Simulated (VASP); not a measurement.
Runs of VASP 6.6.1 on Y3F. The structure is hexagonal, space group P6/mmm (No. 191). Conventional cell: a = 6.267 Å, b = 6.267 Å, c = 3.362 Å, α = 90.00°, β = 90.00°, γ = 120.00°. Y (site symmetry mmm) is surrounded by 6 Y at 3.13 to 3.36 Å and 2 F at 3.13 Å. F (site symmetry 6/mmm) is surrounded by 6 Y at 3.13 Å and 2 F at 3.36 Å. The cell was built by a generator and needn't be a form met in nature.

| level | gap on the mesh (eV) | pressure (GPa) | relaxed volume (Å³/atom) |
| --- | --- | --- | --- |
| BLYP+D4 | none | 0.0 | (a) |
| BLYP+D3(BJ) | none | 0.0 | 26.22 |
| BLYP+D3 | none | 0.0 | 27.82 |
| BLYP | none | 0.0 | 29.78 |

Alike in all rows: task relaxation of cell and atoms; potentials or basis VASP PAW PBE potentials, release 64 (Y_sv, F); no spin polarisation; cell relaxed; k mesh 4 × 4 × 6; cutoff (eV) 600; smearing fermi-dirac 0.05 eV.

**Question.** Fill in the values left out.

**Answer.** (a) 27.87.

Caveats: the PAW data sets were made with another functional, which shifts forces and pressure a little; pairwise dispersion overbinds metals, which lowers pressure and volume (some runs).

A k mesh can miss the band edges, and the runs leave out spin-orbit coupling on Y.

A gap of «none» marks a metal or a gap under the smearing width.
